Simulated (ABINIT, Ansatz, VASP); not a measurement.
## One structure in several programs: KMnF₃ (Pm-3m, 5 atoms in the cell)

Self-consistent single point.

```
CELL_PARAMETERS angstrom
      4.18268     0.00000     0.00000
      0.00000     4.18268     0.00000
      0.00000     0.00000     4.18268
ATOMIC_POSITIONS crystal
  K  0.50000 0.50000 0.50000
  Mn 0.00000 0.00000 0.00000
  F  0.50000 0.00000 0.00000
  F  0.00000 0.50000 0.00000
  F  0.00000 0.00000 0.50000
```
Moments meant for the start (each program seeds them in its own way; μB, in the order of the atoms K Mn F F F): 0.0 4.0 0.0 0.0 0.0.

Shared settings, as Ansatz (a first-principles code) writes them: kpoints.mp_grid.grid = 2 2 2; scf.occupations.method = fermi_dirac; scf.occupations.width = 0.02 eV. Potentials and cutoffs stand in the table.

```csv
code,model,pressure (GPa),gap on the mesh (eV),size of the net moment (μB/atom),cutoff
VASP,"LDA (PZ), VASP's LDA PAW potentials (set 64)",-10.96,–,1.00,400 eV
ABINIT,"LDA (PW92), norm-conserving pseudopotentials (PseudoDojo nc-sr-04 LDA standard)",-4.31,1.009,1.00,48 Ha
Ansatz,"LDA (PW92), PAW files made with PBE",-4.52,0.903,1.00,420 eV
```

A dash marks a value that a program does not give, or that is left out as unsure.

No gap is tabulated for VASP: it is not read from that output, or partly filled or unconverged empty levels leave it unsure.

Gaps are read on the mesh.

On Ansatz's run: with one magnetic atom in the cell only a parallel order is possible.

The spread over the programs that give each value: pressure within 6.65 GPa; gap on the mesh within 0.106 eV; size of the net moment within 0.00 μB/atom.

Ansatz's pressure is given at a fixed set of plane waves, as the other plane-wave codes print theirs; with its correction for the finite basis it is -4.04 GPa (the shift of 0.48 GPa shows how far the cutoff is from converged). The same LDA comes in different parametrisations, which differ slightly. In the pressure, VASP (by 6.45) lies more than 1 GPa from the median of the plane-wave programs.

On the base mesh (4 4 4) the same programs gave: ABINIT pressure -4.57 GPa, gap on the mesh 0.978 eV; Ansatz pressure -4.80 GPa, gap on the mesh 0.871 eV; VASP pressure -11.94 GPa.

VASP's run is marked for a possible Pulay error in its stress at this cutoff; no cutoff test was made.

The starting cell comes from a database of computed structures (which also holds hypothetical and non-ambient phases and stackings), without a prior relaxation at this level.

Left out of this page: Quantum ESPRESSO, GPAW and SIESTA (not drawn, or without a comparable value); CP2K (on another mesh).

Keys are those of Ansatz 0.2.
